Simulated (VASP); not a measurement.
Input:

```
BaTiO3
1.0
    4.09184     0.00000     0.00000
    0.00000     4.09184     0.00000
    0.00000     0.00000     4.09184
Ba Ti O
1 1 3
Direct
  0.50000   0.50000   0.50000
  0.00000   0.00000   0.00000
  0.50000   0.00000   0.00000
  0.00000   0.50000   0.00000
  0.00000   0.00000   0.50000
```

The numbers are results of PBE GGA, VASP's PBE PAW potentials (set 64) (plane waves; VASP), not measurements. Run with 400 eV cut-off, 4×4×4 Γ-centred mesh, Gaussian smearing of 0.010 eV, potentials Ba_sv Ti_sv O.

At this cut-off the stress carries a Pulay error, which pulls relaxed volumes low.  Energy and stress use the plane-wave basis of the starting cell.

The ions, cell shape and volume are relaxed. What does this cell relax into?

```
BaTiO3
1.0
    4.00807     0.00000     0.00000
    0.00000     4.00807     0.00000
    0.00000     0.00000     4.00807
Ba Ti O
1 1 3
Cartesian
  2.00403   2.00403   2.00403
  0.00000   0.00000   0.00000
  2.00403   0.00000   0.00000
  0.00000   2.00403   0.00000
  0.00000   0.00000   2.00403
```
Space group Pm-3m (221), at a tolerance of 0.03 Å.

How do energy and volume change from the first to the last step?

The energy (σ→0) changes by -29.2 meV/atom and the volume by -6.0 %, in 4 ionic steps.

The structure comes from a computed database's BaTiO3 entry; how it stands against other phases isn't given here. This run relaxes it. Symmetry was kept, so distortions that lower it aren't found. The run is one of a series of settings (EDIFFG = -0.01, IBRION = 2, ISIF = 3, NSW = 50, KPOINTS 4×4×4 Γ-centred mesh against the base run), some of them coarse on purpose.
